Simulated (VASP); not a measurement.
VASP runs on HfSiO4 (space group I4_1/amd) share one base input (PBE GGA, plane waves, VASP's PBE PAW potentials (set 64)) and change the settings named in each case.

### INCAR
```
ALGO  =  Normal
EDIFF  =  1E-6
ENCUT  =  400
GGA  =  PE
ISIF  =  2
ISMEAR  =  0
LASPH  =  .TRUE.
LCHARG  =  .FALSE.
LMAXMIX  =  6
LREAL  =  .FALSE.
LWAVE  =  .FALSE.
NELM  =  100
PREC  =  Accurate
SIGMA  =  0.05
SYSTEM  =  HfSiO4
```

### POSCAR
```
HfSiO4
1
   -3.1974040000     3.1974040000     2.9100750000
    3.1974040000    -3.1974040000     2.9100750000
    3.1974040000     3.1974040000    -2.9100750000
Hf Si O
2 2 8
Direct
  0.0000000000   0.0000000000   0.0000000000
  0.7500000000   0.2500000000   0.5000000000
  0.2500000000   0.7500000000   0.5000000000
  0.5000000000   0.5000000000   0.0000000000
  0.1340900000   0.3192000000   0.8148900000
  0.0692000000   0.7543100000   0.6851100000
  0.5043100000   0.3192000000   0.1851100000
  0.0692000000   0.3840900000   0.3148900000
  0.6159100000   0.9308000000   0.6851100000
  0.6808000000   0.8659100000   0.1851100000
  0.2456900000   0.9308000000   0.3148900000
  0.6808000000   0.4956900000   0.8148900000
```

File KPOINTS:
```
Automatic mesh
0
Gamma
5 5 5
0 0 0
```

POTCAR, in this order: Hf_pv Si O (PBE.64 set). Program: vasp_std.

```
change                                           E(σ→0) (eV/atom)  pressure (GPa)  largest force (eV/Å)
-----------------------------------------------  ----------------  --------------  --------------------
base run                                                  -8.9819           22.98                 0.933
GGA removed, POTCAR Hf_pv Si O (LDA.64 set)               -9.9104            9.84                 0.928
GGA = PS                                                  -9.4139           16.17                 1.097
GGA = RP                                                  -8.5553           28.32                 0.928
GGA = RE                                                  -8.6153           26.91                 0.934
GGA removed, LMIXTAU = .TRUE., METAGGA = R2SCAN          -16.4387             ___                   ___
GGA = 91                                                  -9.0284             ___                   ___
EDIFF = 1E-01                                             -8.9847           33.79                 0.964
EDIFF = 1E-02                                             -8.9819           22.84                 0.934
EDIFF = 1E-03                                             -8.9819           23.08                 0.921
EDIFF = 1E-04                                             -8.9819           22.94                 0.932
EDIFF = 1E-05                                             -8.9819           22.98                 0.933
EDIFF = 1E-06                                             -8.9819           22.98                 0.933
```

Problem. What belongs in the gaps?

Solution. 
- GGA removed, LMIXTAU = .TRUE., METAGGA = R2SCAN, pressure (GPa): 16.77
- GGA removed, LMIXTAU = .TRUE., METAGGA = R2SCAN, largest force (eV/Å): 0.671
- GGA = 91, pressure (GPa): 22.59
- GGA = 91, largest force (eV/Å): 0.894

Energies of different potentials or functionals have different zeros.  Unless said otherwise, spin-orbit coupling is left out, though it shifts the bands of the heavy elements here. At 400 eV the pressure can carry a Pulay error.

Left out are runs that ran out of time, are held back, or changed the cell or the kind of run, fixed moments of cells without a moment, rows past the twelfth, gaps on odd meshes, pressures of charged cells and columns that move by less than the noise.

The structure comes from a computed database's HfSiO4 entry; how it stands against other phases isn't given here. The cell was not relaxed at this level, forces remain on its atoms, its lattice was scaled by up to 2.5 %.
